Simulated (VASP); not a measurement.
A run of VASP 6.6.1 is set up as follows.

The input POSCAR:

```
CsSi2
1.0
    6.3715700000      0.0000000000      0.0000000000
   -3.1857800000      5.5179400000      0.0000000000
    0.0000000000      0.0000000000      4.4786600000
Cs Si
1 2
Direct
    0.0000000000      0.0000000000      0.0000000000
    0.6666700000      0.3333300000      0.2503900000
    0.6666700000      0.3333300000      0.7496100000
```

Contents of INCAR.step1:

```
PREC = Accurate
ENCUT = 520
EDIFF = 1E-5
ISMEAR = -1
SIGMA = 0.05
LREAL = False
LASPH = True
NELM = 100
ALGO = Normal
ISIF = 2
LWAVE = True
GGA = PE
```

File INCAR.step2:

```
PREC = Accurate
ENCUT = 520
EDIFF = 1E-7
ISMEAR = -1
SIGMA = 0.05
LREAL = False
LASPH = True
NELM = 100
ALGO = Normal
ISIF = 2
LWAVE = False
LCHARG = False
GGA = PE
LHFCALC = True
HFSCREEN = 0.2
AEXX = 0.2
PRECFOCK = Fast
ISTART = 1
```

File KPOINTS:

```
Automatic mesh
0
Gamma
  3 3 3
```

Potentials or basis: VASP PAW PBE potentials, release 64 (Cs_sv, Si).

The run is started by

```console
$ cat potpaw_PBE.64/Cs_sv/POTCAR potpaw_PBE.64/Si/POTCAR > POTCAR
$ cp INCAR.step1 INCAR
$ mpirun -np 1 vasp_std > vasp.out
$ cp INCAR.step2 INCAR
$ mpirun -np 1 vasp_std > vasp.out
```

**Question.** Predict the band gap on the k mesh.

**Answer.** None (metal or under the smearing width).

**Question.** Predict the largest force.

**Answer.** 0.027 eV/Å.

Forces in eV/Å, atoms in the order of the input:
```
Cs   0.000  0.000  0.000
Si   0.000  0.000 -0.027
Si   0.000  0.000  0.027
```

Caveat: the k mesh is coarse (spacing up to 0.47 Å⁻¹), so the values aren't converged, least of all with exact exchange; the PAW data sets were made with another functional, which shifts forces and pressure a little. Spin-orbit coupling is left out, which matters for the levels of Cs.
